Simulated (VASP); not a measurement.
# KTaO$_{3}$ (space group Pm-3m): computed properties

Method: LDA (Ceperley-Alder, Perdew-Zunger), VASP's LDA PAW potentials (set 64) (plane waves; VASP).

```yaml
space_group: Pm-3m (221)
cell: a = b = c = 3.9606 Å, α = β = γ = 90.00°
volume_per_atom: 12.43 Å³/atom
band gap (over mesh and band path): 2.06 eV
smallest direct gap (over mesh and band path): 2.68 eV
band_edge_character: indirect, R to Γ
density: 7.16 g/cm³
optical Γ-point spectrum: 101 (×3), 182 (×3), 244 (×3), 556 (×3) cm⁻¹
```

```cif
data_KO3Ta
_chemical_formula_sum 'K1 Ta1 O3'
_space_group_name_H-M_alt 'P 1'
_space_group_IT_number 1
_cell_length_a 3.96063
_cell_length_b 3.96063
_cell_length_c 3.96063
_cell_angle_alpha 90.000
_cell_angle_beta 90.000
_cell_angle_gamma 90.000
loop_
_space_group_symop_operation_xyz
  'x, y, z'
loop_
_atom_site_label
_atom_site_type_symbol
_atom_site_fract_x
_atom_site_fract_y
_atom_site_fract_z
_atom_site_occupancy
K1 K 0.50000 0.50000 0.50000 1
Ta1 Ta 0.00000 0.00000 0.00000 1
O1 O 0.00000 0.50000 0.00000 1
O2 O 0.50000 0.00000 0.00000 1
O3 O 0.00000 0.00000 0.50000 1
```

Unless said otherwise, spin-orbit coupling is left out, though it shifts the bands of the heavy elements here.

The structure comes from a computed database's KTaO3 entry (Pm-3m); how it stands against other phases isn't given here. It was relaxed first. Symmetry was kept, so distortions that lower it aren't found.
